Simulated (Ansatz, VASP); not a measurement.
## LiScBH4: VASP beside Ansatz

```
CELL_PARAMETERS angstrom
0.00000 3.44670 3.44670
3.44670 0.00000 3.44670
3.44670 3.44670 0.00000
ATOMIC_POSITIONS crystal
Li 0.00000 0.00000 0.00000
Sc 0.75000 0.75000 0.75000
B 0.25000 0.25000 0.25000
H 0.14615 0.14615 0.14615
H 0.14615 0.14615 0.56156
H 0.14615 0.56156 0.14615
H 0.56156 0.14615 0.14615
```

Alike in both runs: functional PBE; k mesh 10 × 10 × 10; occupations gaussian, width 0.1 eV; no spin polarisation.

Ansatz relaxed the structure, and its values are those at the end. VASP's run is a single point on that final structure, the one shown.

|  | VASP | Ansatz |
| --- | --- | --- |
| version | VASP 6.6.1 | Ansatz 0.2.0 |
| potentials or method | VASP PAW PBE potentials, release 64 (Li_sv, Sc_sv, B, H) | scalar-relativistic, plane waves, PAW |
| plane-wave cutoff (eV) | 520 | 420 |
| valence electrons in the cell | 21 | 21 |

Ansatz gave:

| Item | Value |
| --- | --- |
| gap on the k mesh at the Fermi level (eV) | none |
| rms of the force components (eV/Å) | 0.003 |

Question: Estimate VASP's values.

Answer: gap on the k mesh at the Fermi level (eV): none; rms of the force components (eV/Å): 0.005.

A gap of «none» marks a metal or a gap that the smearing closes.
